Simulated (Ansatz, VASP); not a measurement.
# BP in two plane-wave programs

One calculation is typed for both programs; each brings its own data sets. How far apart do they land? The cell is taken from a series of runs on this material, whose earlier steps may have relaxed, scaled, displaced or heated it; both programs get it as it stands.

Main program and level: Ansatz 0.2.0; plane waves, with VASP 6.6.1 beside it; zone-centre phonons at LDA.

**1. Set-up**

The structure is tetragonal, space group I-4m2 (No. 119). Conventional cell: a = 3.112 Å, b = 3.112 Å, c = 4.533 Å, α = 90.00°, β = 90.00°, γ = 90.00°. B has 4 P at 1.92 Å nearest. Nearest to P lie 4 B at 1.92 Å. Farther neighbours are not listed.

**2. VASP: zone-centre phonons, LDA, pair 1**

Second derivatives magnify differences that forces hide, and they need a tight electronic threshold.

Lines of VASP's logs that name or quote its potential files are left out, and so is its time.

The input, INCAR:

```
SYSTEM = BP
PREC = Accurate
ENCUT = 500
EDIFF = 1E-08
NELM = 120
ISMEAR = 0
SIGMA = 0.01
LREAL = .FALSE.
ALGO = Normal
GGA = PW92
NBANDS = 10
LORBIT = 11
LWAVE = .FALSE.
LCHARG = .FALSE.
ISIF = 2
IBRION = 8
LEPSILON = .TRUE.
LASPH = .TRUE.
GGA_COMPAT = .FALSE.
EFERMI = MIDGAP
KPAR = 2
```

The input, POSCAR:

```
BP
1.0
    0.0000000000      2.2003853956      2.2664095226
    2.2003853956      0.0000000000      2.2664095226
    2.2003853956      2.2003853956      0.0000000000
B P
1 1
Direct
    0.0000000000      0.0000000000      0.0000000000
    0.7500000000      0.7500000000      0.7500000000
```

The input, KPOINTS:

```
Automatic mesh
0
Gamma
12 12 12
0 0 0
```

PAW data sets: B and P (LDA family, release 64).

Command:

```bash
$ mpirun -np 2 vasp_std
```

Numbers of over 12 decimals in the logs are rounded to 6 here.

The log of the run:

```text
[banner, memory and clock lines left out]
running    2 mpi-ranks, on    1 nodes
 distrk:  each k-point on    1 cores,    2 groups
 distr:  one band on    1 cores,    1 groups

 POSCAR found type information on POSCAR B P
 POSCAR found :  2 types and       2 ions
|                                                                             |
|               ----> ADVICE to this user running VASP <----                  |
|                                                                             |
|     You enforced a specific xc type in the INCAR file but a different       |
|     [... a line on the potential file left out ...]
|     I HOPE YOU KNOW WHAT YOU ARE DOING!                                     |
|                                                                             |

 LDA part: xc-table for (Slater(with rela. corr.)+PW92), standard interpolation
 POSCAR, INCAR and KPOINTS ok, starting setup
 FFT: planning ... GRIDC
 FFT: planning ... GRID_SOFT
 FFT: planning ... GRID
 WAVECAR not read
 entering main loop
       N       E                     dE             d eps       ncg     rms          rms(c)
DAV:   1     0.731577810409E+01    0.73158E+01   -0.39953E+03  3268   0.703E+02
DAV:   2    -0.148102894719E+02   -0.22126E+02   -0.21141E+02  4556   0.112E+02
DAV:   3    -0.153555430355E+02   -0.54525E+00   -0.54414E+00  4026   0.161E+01
DAV:   4    -0.153577515693E+02   -0.22085E-02   -0.22081E-02  3986   0.116E+00
DAV:   5    -0.153577618821E+02   -0.10313E-04   -0.10313E-04  3856   0.757E-02    0.802E+00
DAV:   6    -0.145285767395E+02    0.82919E+00   -0.18801E+00  3606   0.655E+00    0.424E+00
DAV:   7    -0.143945384292E+02    0.13404E+00   -0.33139E-01  4200   0.309E+00    0.134E+00
DAV:   8    -0.143812368898E+02    0.13302E-01   -0.36570E-02  3870   0.108E+00    0.260E-01
DAV:   9    -0.143812698864E+02   -0.32997E-04   -0.73946E-04  3682   0.208E-01    0.173E-01
DAV:  10    -0.143812649500E+02    0.49365E-05   -0.14057E-04  3598   0.714E-02    0.361E-02
DAV:  11    -0.143812666659E+02   -0.17159E-05   -0.62438E-06  3970   0.137E-02    0.391E-02
DAV:  12    -0.143812663951E+02    0.27079E-06   -0.17832E-06  3664   0.619E-03    0.981E-03
DAV:  13    -0.143812664017E+02   -0.66125E-08   -0.56488E-08  3902   0.162E-03
   1 F= -.14381266E+02 E0= -.14381266E+02  d E =0.000000E+00
 Linear response reoptimize wavefunctions to high precision
DAV:   1    -0.143812663979E+02    0.38289E-08   -0.13904E-08  3660   0.549E-04
DAV:   2    -0.143812663979E+02   -0.46612E-11   -0.25326E-10  1832   0.132E-04
 Linear response G [H, r] |phi>, progress :
  Direction:   1
       N       E                     dE             d eps       ncg     rms
RMM:   1    -0.411843552570E+02   -0.41184E+02   -0.68014E+01  8280   0.436E+01
RMM:   2    -0.314167171213E+02    0.97676E+01   -0.24988E+00  5318   0.107E+01
RMM:   3    -0.313980786036E+02    0.18639E-01   -0.32467E-02  5612   0.110E+00
RMM:   4    -0.313977739972E+02    0.30461E-03   -0.34406E-04  5800   0.133E-01
RMM:   5    -0.313977725696E+02    0.14276E-05   -0.49454E-06  5771   0.169E-02
RMM:   6    -0.313977731468E+02   -0.57721E-06   -0.26155E-06  5937   0.245E-03
RMM:   7    -0.313977729624E+02    0.18444E-06   -0.22502E-07  5656   0.391E-04
RMM:   8    -0.313977734145E+02   -0.45213E-06   -0.39263E-07  4818   0.922E-05
RMM:   9    -0.313977735729E+02   -0.15834E-06    0.64454E-06  4027   0.604E-05
RMM:  10    -0.313977736474E+02   -0.74534E-07    0.55700E-06  3651   0.598E-05
RMM:  11    -0.313977736111E+02    0.36295E-07   -0.29590E-05  3191   0.599E-05
RMM:  12    -0.313977736123E+02   -0.12389E-08   -0.25372E-05  2667   0.597E-05
 Linear response G [H, r] |phi>, progress :
  Direction:   2
       N       E                     dE             d eps       ncg     rms
RMM:   1    -0.318659381029E+02   -0.31866E+02   -0.10486E+01  8182   0.410E+01
RMM:   2    -0.266481768861E+02    0.52178E+01   -0.18530E+00  5284   0.934E+00
RMM:   3    -0.266386885353E+02    0.94884E-02   -0.26281E-02  5604   0.975E-01
RMM:   4    -0.266385255378E+02    0.16300E-03   -0.45023E-04  5818   0.119E-01
RMM:   5    -0.266385091459E+02    0.16392E-04   -0.17989E-05  5806   0.153E-02
RMM:   6    -0.266385083212E+02    0.82469E-06   -0.21953E-06  5958   0.222E-03
RMM:   7    -0.266385080429E+02    0.27827E-06    0.28187E-06  5619   0.339E-04
RMM:   8    -0.266385080787E+02   -0.35722E-07   -0.51765E-07  4836   0.673E-05
RMM:   9    -0.266385080852E+02   -0.65559E-08    0.92860E-07  4215   0.378E-05
RMM:  10    -0.266385080884E+02   -0.31359E-08    0.13339E-06  3775   0.374E-05
RMM:  11    -0.266385080881E+02    0.27522E-09    0.10166E-06  3275   0.375E-05
RMM:  12    -0.266385080883E+02   -0.26276E-09    0.14455E-06  2662   0.375E-05
 Linear response G [H, r] |phi>, progress :
  Direction:   3
       N       E                     dE             d eps       ncg     rms
[...]
RMM:   5    -0.424901697009E+00   -0.44594E-08   -0.13850E-09  5516   0.371E-04
 change of polarisation eV/A/(eV/A) component  2 :     0.319     0.850    -0.234
 dielectric tensor                  component  2 :     2.627     8.007    -1.929
 Linear response to external field (no local field effect), progress :
  Direction:   3
       N       E                     dE             d eps       ncg     rms          rms(c)
[...]
Linear response to external field, progress :
  Direction:   3
       N       E                     dE             d eps       ncg     rms          rms(c)
RMM:   1    -0.524748539067E+00   -0.52475E+00   -0.23929E+00 12711   0.293E+00
RMM:   2    -0.543436088204E+00   -0.18688E-01   -0.50489E-03  9144   0.436E-01    0.121E+00
RMM:   3    -0.528425087510E+00    0.15011E-01   -0.61286E-03  9285   0.455E-01    0.678E-01
RMM:   4    -0.540434278876E+00   -0.12009E-01   -0.59921E-03  9234   0.460E-01    0.106E-01
RMM:   5    -0.544133674543E+00   -0.36994E-02   -0.14019E-04  9348   0.786E-02    0.165E-02
RMM:   6    -0.544196864068E+00   -0.63190E-04   -0.13653E-06  9670   0.951E-03    0.824E-03
RMM:   7    -0.544262648168E+00   -0.65784E-04   -0.15414E-07  9602   0.276E-03    0.439E-04
RMM:   8    -0.544270449644E+00   -0.78015E-05   -0.52026E-09 10069   0.440E-04    0.197E-04
RMM:   9    -0.544269678720E+00    0.77092E-06   -0.12266E-09  9336   0.161E-04    0.396E-05
RMM:  10    -0.544269420531E+00    0.25819E-06   -0.14968E-09  5773   0.344E-05    0.522E-06
 change of polarisation eV/A/(eV/A) component  3 :     0.356     0.088     1.033
 dielectric tensor                  component  3 :     2.935     0.723     9.517
 Linear response DOF=           4
 Linear response progress:
  Degree of freedom:   1/  4
       N       E                     dE             d eps       ncg     rms          rms(c)
RMM:   1    -0.478044484815E-01   -0.47804E-01   -0.13206E-02 23855   0.116E+00
RMM:   2    -0.435996606270E-01    0.42048E-02   -0.11939E-03 14974   0.242E-01    0.160E-01
RMM:   3    -0.435199585896E-01    0.79702E-04   -0.27555E-04 15578   0.991E-02    0.831E-02
RMM:   4    -0.439583243255E-01   -0.43837E-03   -0.25828E-04 15089   0.932E-02    0.979E-03
RMM:   5    -0.439360383748E-01    0.22286E-04   -0.17672E-06 16210   0.113E-02    0.129E-03
RMM:   6    -0.439381878145E-01   -0.21494E-05   -0.48755E-08 16225   0.137E-03    0.442E-04
RMM:   7    -0.439365644554E-01    0.16234E-05   -0.29061E-09 16550   0.387E-04    0.116E-04
RMM:   8    -0.439367449142E-01   -0.18046E-06   -0.21895E-09 16883   0.615E-05    0.444E-05
RMM:   9    -0.439367143789E-01    0.30535E-07   -0.47980E-09 17181   0.229E-05    0.301E-06
RMM:  10    -0.439367376259E-01   -0.23247E-07   -0.14906E-09 16930   0.544E-06    0.144E-06
RMM:  11    -0.439367293123E-01    0.83136E-08    0.13186E-09 14982   0.255E-06    0.170E-07
 first order change of Fermi-energy   0.22488E-04
 force on displaced ion       1 direction 1 : -20.967  -0.000  -0.000
 Born effective charge ion    1 direction 1 :  -0.732   0.000   0.000
 Linear response progress:
  Degree of freedom:   2/  4
       N       E                     dE             d eps       ncg     rms          rms(c)
RMM:   1    -0.474555505717E-01   -0.47456E-01   -0.66398E-03 13698   0.117E+00
RMM:   2    -0.437215885819E-01    0.37340E-02   -0.12018E-03  8848   0.245E-01    0.164E-01
RMM:   3    -0.436223309808E-01    0.99258E-04   -0.30565E-04  8988   0.103E-01    0.856E-02
RMM:   4    -0.440676293064E-01   -0.44530E-03   -0.28815E-04  8847   0.969E-02    0.101E-02
RMM:   5    -0.440411389985E-01    0.26490E-04   -0.18782E-06  9422   0.118E-02    0.117E-03
RMM:   6    -0.440445490348E-01   -0.34100E-05   -0.55295E-08  9419   0.146E-03    0.515E-04
RMM:   7    -0.440433060884E-01    0.12429E-05    0.21762E-09  9638   0.307E-04    0.931E-05
RMM:   8    -0.440436687044E-01   -0.36262E-06    0.36212E-09  9629   0.670E-05    0.117E-05
RMM:   9    -0.440436409919E-01    0.27712E-07    0.15612E-08 10151   0.120E-05    0.262E-06
RMM:  10    -0.440436608741E-01   -0.19882E-07    0.19395E-08  9713   0.426E-06    0.621E-07
RMM:  11    -0.440436571341E-01    0.37400E-08    0.13288E-08  7159   0.162E-06    0.163E-07
 first order change of Fermi-energy   0.40176E+01
 force on displaced ion       1 direction 3 :   0.000   0.000 -20.972
 Born effective charge ion    1 direction 3 :   0.000   0.000  -0.706
 Linear response progress:
  Degree of freedom:   3/  4
       N       E                     dE             d eps       ncg     rms          rms(c)
RMM:   1    -0.438625921537E-01   -0.43863E-01   -0.42394E-03 22354   0.143E+00
RMM:   2    -0.406730349814E-01    0.31896E-02   -0.87835E-04 14732   0.222E-01    0.152E-01
RMM:   3    -0.407032810787E-01   -0.30246E-04   -0.26882E-05 15717   0.373E-02    0.865E-02
RMM:   4    -0.409989076795E-01   -0.29563E-03   -0.26864E-05 15602   0.365E-02    0.803E-03
RMM:   5    -0.409677334294E-01    0.31174E-04   -0.11235E-06 16424   0.623E-03    0.383E-03
RMM:   6    -0.409630980729E-01    0.46354E-05   -0.88053E-11 16291   0.806E-04    0.247E-03
RMM:   7    -0.409630273587E-01    0.70714E-07   -0.41071E-09 16554   0.401E-04    0.141E-04
RMM:   8    -0.409625241561E-01    0.50320E-06   -0.67116E-10 16713   0.678E-05    0.589E-05
RMM:   9    -0.409624642671E-01    0.59889E-07   -0.87038E-10 17068   0.218E-05    0.374E-06
RMM:  10    -0.409624737320E-01   -0.94649E-08   -0.19347E-09 17286   0.460E-06    0.541E-06
 first order change of Fermi-energy  -0.72971E-05
 force on displaced ion       2 direction 1 : -20.969  -0.000  -0.000
 Born effective charge ion    2 direction 1 :   0.728   0.000   0.000
 Linear response progress:
  Degree of freedom:   4/  4
       N       E                     dE             d eps       ncg     rms          rms(c)
RMM:   1    -0.441287257642E-01   -0.44129E-01   -0.38197E-04 12817   0.144E+00
RMM:   2    -0.411603657693E-01    0.29684E-02   -0.86200E-04  8690   0.223E-01    0.159E-01
RMM:   3    -0.412137786036E-01   -0.53413E-04   -0.30618E-05  9217   0.403E-02    0.895E-02
RMM:   4    -0.415435702052E-01   -0.32979E-03   -0.33068E-05  9089   0.392E-02    0.870E-03
RMM:   5    -0.415100808713E-01    0.33489E-04   -0.14080E-06  9526   0.725E-03    0.402E-03
RMM:   6    -0.415064186562E-01    0.36622E-05    0.73460E-09  9512   0.877E-04    0.277E-03
RMM:   7    -0.415065107039E-01   -0.92048E-07   -0.61832E-09  9591   0.462E-04    0.129E-04
RMM:   8    -0.415059126236E-01    0.59808E-06    0.21409E-09  9667   0.856E-05    0.737E-05
RMM:   9    -0.415057846852E-01    0.12794E-06   -0.21648E-08  9950   0.260E-05    0.586E-06
RMM:  10    -0.415057920208E-01   -0.73356E-08   -0.54782E-08  9979   0.468E-06    0.574E-06
 first order change of Fermi-energy  -0.40170E+01
 force on displaced ion       2 direction 3 :   0.000   0.000 -20.974
 Born effective charge ion    2 direction 3 :   0.000   0.000   0.702
 Born effective charges drift removed
 Linear response finished
```

OUTCAR, selected parts (step 2):

```text
ion  position               nearest neighbor table
   1  0.000  0.000  0.000-   2 1.92   2 1.92   2 1.92   2 1.92
   2  0.750  0.750  0.750-   1 1.92   1 1.92   1 1.92   1 1.92

  LATTYP: Found a body centered tetragonal cell.
 ALAT       =     3.1118148689
 C/A-ratio  =     1.4566480450

 Subroutine GETGRP returns: Found  8 space group operations
 (whereof  8 operations were pure point group operations)

The static configuration has the point symmetry D_2d.

 Found    163 irreducible k-points:

   k-points           NKPTS =    163   k-points in BZ     NKDIM =    163   number of bands    NBANDS=     10

   dimension x,y,z NGX =    24 NGY =   24 NGZ =   24
   dimension x,y,z NGXF=    48 NGYF=   48 NGZF=   48

   ENCUT  =  500.0 eV  36.75 Ry    6.06 a.u.   5.76  5.76  5.67*2*pi/ulx,y,z

   NELECT =       8.0000    total number of electrons

 k-points in reciprocal lattice and weights: Automatic mesh
   0.00000000  0.00000000  0.00000000       0.001
   0.08333333  0.00000000  0.00000000       0.005
   0.16666667  0.00000000  0.00000000       0.005
   0.25000000  0.00000000  0.00000000       0.005
   0.33333333  0.00000000  0.00000000       0.005
   0.41666667 -0.00000000  0.00000000       0.005
   0.50000000  0.00000000  0.00000000       0.002
   0.08333333  0.08333333  0.00000000       0.001
   0.16666667  0.08333333  0.00000000       0.005
[...]
-0.33333333  0.16666667  0.50000000       0.002
  -0.25000000  0.25000000  0.50000000       0.001

 average (electrostatic) potential at core
       1 -29.1019       2 -81.5404

  Total        1.1365609      1.1365609     -0.0505225      0.0000000      0.0000000     -0.0000000
  in kB       82.9731192     82.9731192     -3.6883272      0.0000000      0.0000000     -0.0000000
  external PRESSURE =      54.0859704 kB  Pullay stress =       0.0000000 kB

  energy-cutoff  :      500.00
  volume of cell :       21.95
      direct lattice vectors                 reciprocal lattice vectors
     0.000000000  2.200385396  2.266409523    -0.227232921  0.227232921  0.220613263
     2.200385396  0.000000000  2.266409523     0.227232921 -0.227232921  0.220613263
     2.200385396  2.200385396  0.000000000     0.227232921  0.227232921 -0.220613263

 POSITION                                       TOTAL-FORCE (eV/Angst)
 -----------------------------------------------------------------------------------
      0.00000      0.00000      0.00000        -0.000000     -0.000000     -0.000000
      3.30058      3.30058      3.39961         0.000000      0.000000      0.000000
 -----------------------------------------------------------------------------------
    total drift:                                0.000000      0.000000     -0.000000

 MACROSCOPIC STATIC DIELECTRIC TENSOR (including local field effects in DFT)
 ------------------------------------------------------
           9.072047     0.000000     0.000000
          -0.000000     9.072047     0.000000
           0.000000     0.000000     9.516583
 ------------------------------------------------------

 PIEZOELECTRIC TENSOR (including local field effects)  for field in x, y, z        (C/m^2)
          XX          YY          ZZ          XY          YZ          ZX
  --------------------------------------------------------------------------------
  x     0.00000     0.00000     0.00000     0.00000    -0.23052     0.00000
  y     0.00000     0.00000     0.00000     0.00000     0.00000    -0.23052
  z     0.00000     0.00000     0.00000    -0.19248     0.00000     0.00000

 BORN EFFECTIVE CHARGES (including local field effects) (in |e|, cummulative output)
 ---------------------------------------------------------------------------------
 ion    1
    1    -0.72946     0.00000     0.00000
    2     0.00000    -0.72946     0.00000
    3     0.00000     0.00000    -0.70405
 ion    2
    1     0.72946     0.00000     0.00000
    2     0.00000     0.72946     0.00000
    3     0.00000     0.00000     0.70405

 Eigenvectors and eigenvalues of the dynamical matrix
 ----------------------------------------------------

   1 f  =   25.290265 THz   158.903419 2PiTHz  843.592424 cm-1   104.592083 meV
             X         Y         Z           dx          dy          dz
      0.000000  0.000000  0.000000     0.000000   -0.000000   -0.860958
      3.300578  3.300578  3.399614     0.000000   -0.000000    0.508676

   2 f  =   25.287537 THz   158.886279 2PiTHz  843.501431 cm-1   104.580802 meV
             X         Y         Z           dx          dy          dz
      0.000000  0.000000  0.000000     0.000000    0.860963   -0.000000
      3.300578  3.300578  3.399614     0.000000   -0.508668    0.000000

   3 f  =   25.287537 THz   158.886279 2PiTHz  843.501431 cm-1   104.580802 meV
             X         Y         Z           dx          dy          dz
      0.000000  0.000000  0.000000    -0.860963    0.000000    0.000000
      3.300578  3.300578  3.399614     0.508668    0.000000    0.000000

   4 f/i=    0.000400 THz     0.002510 2PiTHz    0.013326 cm-1     0.001652 meV
             X         Y         Z           dx          dy          dz
      0.000000  0.000000  0.000000    -0.508668    0.000000    0.000000
      3.300578  3.300578  3.399614    -0.860963    0.000000    0.000000

   5 f/i=    0.000400 THz     0.002510 2PiTHz    0.013326 cm-1     0.001652 meV
             X         Y         Z           dx          dy          dz
      0.000000  0.000000  0.000000     0.000000    0.508668    0.000000
      3.300578  3.300578  3.399614     0.000000    0.860963    0.000000

   6 f/i=    0.000643 THz     0.004038 2PiTHz    0.021439 cm-1     0.002658 meV
             X         Y         Z           dx          dy          dz
      0.000000  0.000000  0.000000     0.000000   -0.000000    0.508676
      3.300578  3.300578  3.399614     0.000000   -0.000000    0.860958

 MACROSCOPIC STATIC DIELECTRIC TENSOR IONIC CONTRIBUTION
 ------------------------------------------------------
           0.209241     0.000000    -0.000000
           0.000000     0.209241     0.000000
          -0.000000     0.000000     0.194869
 ------------------------------------------------------

 ELASTIC MODULI CONTR FROM IONIC RELAXATION (kBar)
 Direction    XX          YY          ZZ          XY          YZ          ZX
 --------------------------------------------------------------------------------
 XX           0.0000      0.0000      0.0000      0.0000      0.0000      0.0000
 YY           0.0000      0.0000      0.0000      0.0000      0.0000      0.0000
 ZZ           0.0000      0.0000      0.0000      0.0000      0.0000      0.0000
 XY           0.0000      0.0000      0.0000   -281.1985     -0.0000     -0.0000
 YZ           0.0000      0.0000      0.0000     -0.0000   -296.0684      0.0000
 ZX           0.0000      0.0000      0.0000     -0.0000      0.0000   -290.2191
 --------------------------------------------------------------------------------

 PIEZOELECTRIC TENSOR IONIC CONTR  for field in x, y, z        (C/m^2)
          XX          YY          ZZ          XY          YZ          ZX
  --------------------------------------------------------------------------------
  x     0.00000     0.00000     0.00000     0.00000     0.23420    -0.00000
  y     0.00000     0.00000     0.00000     0.00000     0.00000     0.23188
  z     0.00000     0.00000     0.00000     0.22027    -0.00000     0.00000
```

Energies printed during the response cycles are not total energies of the cell.

[end of part 1 of 2]

[Lines on the potential files, build, host, timing and source positions are cut from VASP's logs without a mark.]

[Logs are printed without paths, hosts, clocks, repeated set-up lines and the standing remarks that a program may print on its own settings, such as how far it seeks lower states.]

[Hosts, paths, dates, database ids (printed as entryN), source tags and the programs' standing remarks are cut or masked in the printed files.]
